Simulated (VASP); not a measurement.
A run of VASP 6.6.1 is set up as follows.

The input INCAR:

```
SYSTEM = Ta3AsAu2O13
ALGO = Normal
EDIFF = 1E-6
ENCUT = 520
GGA = RE
ISIF = 2
ISMEAR = -1
KPAR = 4
LASPH = .TRUE.
LCHARG = .FALSE.
LMAXMIX = 4
LREAL = .FALSE.
LWAVE = .FALSE.
NELM = 100
PREC = Accurate
SIGMA = 0.05
```

The input KPOINTS:

```
k-points
0
G
  4 4 4
  0 0 0
```

File POSCAR:

```
Ta3AsAu2O13                             
1.0
    5.2865741615      3.0522012010      4.1987843867
   -5.2865741615      3.0522012010      4.1987843867
    0.0000000000     -6.1044126223      4.1987844865
  Ta              As              Au              O             
     3     1     2    13
Direct
     0.2317243461463201    0.5717815505850622    0.2317243461453133
     0.2317243461459605    0.2317243461459605    0.5717815505856870
     0.5717815505850622    0.2317243461463201    0.2317243461453133
     0.5574092676285254    0.5574092676285254    0.5574092676491348
     0.9639922430101869    0.9639922430101869    0.9639922430142293
     0.7491365259097826    0.7491365259097826    0.7491365259108596
     0.4080351830231207    0.6670909885341805    0.4080351830283985
     0.4080351830311441    0.4080351830311441    0.6670909885419959
     0.6670909885341805    0.4080351830231207    0.4080351830283985
     0.4977081772518083    0.0144914025776157    0.3603283595527759
     0.3603283595522689    0.4977081772501025    0.0144914025753455
     0.0144914025887860    0.3603283595651448    0.4977081772540999
     0.3603283595651448    0.0144914025887860    0.4977081772540999
     0.0144914025776157    0.4977081772518083    0.3603283595527759
     0.4977081772501025    0.3603283595522689    0.0144914025753455
     0.1109073327124174    0.7472300887148797    0.1109073327123086
     0.1109073327237905    0.1109073327237905    0.7472300887194837
     0.7472300887148797    0.1109073327124174    0.1109073327123086
     0.3091197330488853    0.3091197330488853    0.3091197330421080
```

Contents of KPOINTS_OPT:

```
path GPZQGFP1Q1LZ
10
line-mode
reciprocal
 0.0000000000  0.0000000000  0.0000000000  G
 0.4894532459 -0.5105467541  0.4894532459  P

 0.4894532459 -0.5105467541  0.4894532459  P
 0.5000000000 -0.5000000000  0.5000000000  Z

 0.5000000000 -0.5000000000  0.5000000000  Z
 0.4789064917  0.4789064917  0.4789064917  Q

 0.4789064917  0.4789064917  0.4789064917  Q
 0.0000000000  0.0000000000  0.0000000000  G

 0.0000000000  0.0000000000  0.0000000000  G
 0.5000000000 -0.5000000000  0.0000000000  F

 0.5000000000 -0.5000000000  0.0000000000  F
 0.5105467541 -0.4894532459 -0.4894532459  P1

 0.5105467541 -0.4894532459 -0.4894532459  P1
 0.5210935083 -0.4789064917 -0.4789064917  Q1

 0.5210935083 -0.4789064917 -0.4789064917  Q1
 0.5000000000  0.0000000000  0.0000000000  L

 0.5000000000  0.0000000000  0.0000000000  L
 0.5000000000 -0.5000000000  0.5000000000  Z
```

Potentials or basis: VASP PAW PBE potentials, release 64 (Ta_pv, As, Au, O).

Command:

```bash
$ cat potpaw_PBE.64/Ta_pv/POTCAR potpaw_PBE.64/As/POTCAR potpaw_PBE.64/Au/POTCAR potpaw_PBE.64/O/POTCAR > POTCAR
$ mpirun -np 4 vasp_std > vasp.out
```

Q: What does it give for the largest force?

A: 0.025 eV/Å.

Q: Estimate the band gap along the path.

A: 0.97 eV, indirect (least direct gap 0.99 eV).

Levels at the corners of the path, in eV from the valence-band top:
| point | band 66 | band 67 | band 68 | band 69 | band 70 | band 71 | band 72 | band 73 |
| --- | --- | --- | --- | --- | --- | --- | --- | --- |
| Γ | -0.61 | -0.17 | -0.17 | -0.05 | 1.00 | 2.97 | 2.97 | 3.09 |
| P | -0.62 | -0.17 | -0.17 | -0.02 | 0.97 | 2.95 | 2.95 | 3.05 |
| P | -0.62 | -0.17 | -0.17 | -0.02 | 0.97 | 2.95 | 2.95 | 3.05 |
| Z | -0.62 | -0.17 | -0.17 | -0.02 | 0.97 | 2.95 | 2.95 | 3.05 |
| Z | -0.62 | -0.17 | -0.17 | -0.02 | 0.97 | 2.95 | 2.95 | 3.05 |
| Q | -0.62 | -0.17 | -0.17 | -0.02 | 0.97 | 2.95 | 2.95 | 3.05 |
| Q | -0.62 | -0.17 | -0.17 | -0.02 | 0.97 | 2.95 | 2.95 | 3.05 |
| Γ | -0.61 | -0.17 | -0.17 | -0.05 | 1.00 | 2.97 | 2.97 | 3.09 |
| Γ | -0.61 | -0.17 | -0.17 | -0.05 | 1.00 | 2.97 | 2.97 | 3.09 |
| F | -0.52 | -0.37 | -0.35 | 0.00 | 1.07 | 2.86 | 2.94 | 3.08 |
| F | -0.52 | -0.37 | -0.35 | 0.00 | 1.07 | 2.86 | 2.94 | 3.08 |
| P1 | -0.62 | -0.17 | -0.17 | -0.02 | 0.97 | 2.95 | 2.95 | 3.05 |
| P1 | -0.62 | -0.17 | -0.17 | -0.02 | 0.97 | 2.95 | 2.95 | 3.05 |
| Q1 | -0.62 | -0.17 | -0.17 | -0.02 | 0.97 | 2.95 | 2.95 | 3.05 |
| Q1 | -0.62 | -0.17 | -0.17 | -0.02 | 0.97 | 2.95 | 2.95 | 3.05 |
| L | -0.52 | -0.38 | -0.36 | -0.01 | 1.11 | 2.86 | 2.92 | 3.09 |
| L | -0.52 | -0.38 | -0.36 | -0.01 | 1.11 | 2.86 | 2.92 | 3.09 |
| Z | -0.62 | -0.17 | -0.17 | -0.02 | 0.97 | 2.95 | 2.95 | 3.05 |

Caveat: the PAW data sets were made with another functional, which shifts forces and pressure a little; spin-orbit coupling is left out, which moves the levels of the heavy elements. Expect the measured gap to be larger: semilocal functionals such as revPBE lack the derivative discontinuity.
